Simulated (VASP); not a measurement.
Output of a VASP run:

File OSZICAR:
```
       N       E                     dE             d eps       ncg     rms          rms(c)
DAV:   1     0.914420898717E+02    0.91442E+02   -0.64501E+03   480   0.111E+03
DAV:   2    -0.271313487315E-01   -0.91469E+02   -0.86490E+02   596   0.251E+02
DAV:   3    -0.537444631640E+01   -0.53473E+01   -0.53226E+01   616   0.546E+01
DAV:   4    -0.563391906617E+01   -0.25947E+00   -0.25929E+00   884   0.107E+01
DAV:   5    -0.563502669301E+01   -0.11076E-02   -0.11076E-02   612   0.768E-01    0.308E+00
DAV:   6    -0.555297296277E+01    0.82054E-01   -0.11970E-01   584   0.221E+00    0.222E+00
DAV:   7    -0.554900550497E+01    0.39675E-02   -0.13332E-01   604   0.211E+00    0.804E-01
DAV:   8    -0.555427056953E+01   -0.52651E-02   -0.14949E-02   600   0.908E-01    0.108E-01
DAV:   9    -0.555470826343E+01   -0.43769E-03   -0.95347E-04   616   0.205E-01    0.693E-02
DAV:  10    -0.555492295628E+01   -0.21469E-03   -0.21579E-04   560   0.102E-01    0.228E-02
DAV:  11    -0.555494361609E+01   -0.20660E-04   -0.40669E-05   600   0.399E-02    0.123E-02
DAV:  12    -0.555494474804E+01   -0.11319E-05   -0.49043E-06   584   0.186E-02    0.124E-02
DAV:  13    -0.555494517440E+01   -0.42636E-06   -0.11556E-06   608   0.724E-03    0.404E-03
DAV:  14    -0.555494501336E+01    0.16104E-06   -0.89047E-08   448   0.272E-03    0.263E-04
DAV:  15    -0.555494501389E+01   -0.53819E-09   -0.17602E-08   412   0.113E-03
   1 F= -.58627754E+01 E0= -.58627754E+01  d E =0.000000E+00
```

File OUTCAR:
```
------------------------ aborting loop because EDIFF is reached ----------------------------------------
  Edisp (eV):   -0.30783
  FORCE on cell =-STRESS in cart. coord.  units (eV):
  Direction    XX          YY          ZZ          XY          YZ          ZX
  --------------------------------------------------------------------------------------
  Total      -0.01039    -0.01039    -0.01039     0.00000     0.00000     0.00000
  in kB      -0.18960    -0.18960    -0.18960     0.00000     0.00000     0.00000
  external pressure =       -0.19 kB  Pullay stress =        0.00 kB
  volume of cell :       87.83
      direct lattice vectors                 reciprocal lattice vectors
     0.000000000  3.528006840  3.528006840    -0.141723081  0.141723081  0.141723081
     3.528006840  0.000000000  3.528006840     0.141723081 -0.141723081  0.141723081
     3.528006840  3.528006840  0.000000000     0.141723081  0.141723081 -0.141723081
  FREE ENERGIE OF THE ION-ELECTRON SYSTEM (eV)
  ---------------------------------------------------
  free  energy   TOTEN  =        -5.8627753648 eV

  energy  without entropy=       -5.8627753648  energy(sigma->0) =       -5.86277536

 total charge

# of ion       s       p       d       tot
------------------------------------------
    1        1.957   5.578   0.023   7.559
    2        1.492   2.857   0.001   4.350
--------------------------------------------------
tot          3.450   8.435   0.024  11.908
```
(Selected blocks of OUTCAR.)

### POSCAR
```
KI
1
   -0.0000000000     3.5280068404     3.5280068404
    3.5280068404     0.0000000000     3.5280068404
    3.5280068404     3.5280068404    -0.0000000000
K I
1 1
Direct
  0.0000000000   0.0000000000   0.0000000000
  0.5000000000   0.5000000000   0.5000000000
```

Problem. Write an INCAR and KPOINTS that could have produced this output.

Solution. One answer among several that fit: the input of the run itself, PBE GGA with D4 dispersion, plane waves, VASP's PBE PAW potentials (set 64).

### INCAR
```
! general
SYSTEM  = KI
PREC    = Accurate
ENCUT   = 520
LREAL   = .False.
LASPH   = .True.

! electronic loop
EDIFF   = 1E-7
NELM    = 100
ALGO    = Normal
LMAXMIX = 4

! smearing
ISMEAR  = -5

! functional
GGA     = PE
IVDW    = 13

! ions
ISIF    = 2

! output
LWAVE   = .False.
LCHARG  = .True.
LORBIT  = 11
NEDOS   = 601
```

**KPOINTS**
```
Automatic mesh
0
Gamma
 7 7 7
```

POTCAR, in this order: K_sv I (PBE.64 set). Program: vasp_std.

The compound is KI in the rock salt structure. It was relaxed first.
